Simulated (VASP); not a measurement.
Consider the following.

```xyz
2
Lattice="0.0000 2.7798 2.7798 2.7798 0.0000 2.7798 2.7798 2.7798 0.0000" Properties=species:S:1:pos:R:3 pbc="T T T"
Ti     0.0000     0.0000     0.0000
Te     2.7798     2.7798     2.7798
```

The numbers are results of PBEsol GGA, VASP's PBE PAW potentials (set 64) (plane waves; VASP 6.6.1), not measurements. Numerical set-up: 400 eV cut-off, 13×13×13 Γ-centred mesh, tetrahedra with Blöchl corrections, potentials Ti_sv Te.

Unless said otherwise, spin-orbit coupling is left out, though it shifts the bands of the heavy elements here.

Problem. Estimate the energy per atom (σ→0), band gap (on the k-mesh) with the smallest direct gap where there is one.

Solution. 
```yaml
band gap (on the k-mesh): none (metal, semimetal or under 0.01 eV)
energy per atom (σ→0): -6.310 eV/atom
```

Only differences to runs with the same potentials and settings are physical.

The structure was generated: TiTe was put into the rock salt type (Fm-3m), which need not be its known phase. It was relaxed first, which changed the volume by -36 %. VASP warned that the highest band is occupied, so more bands are needed.
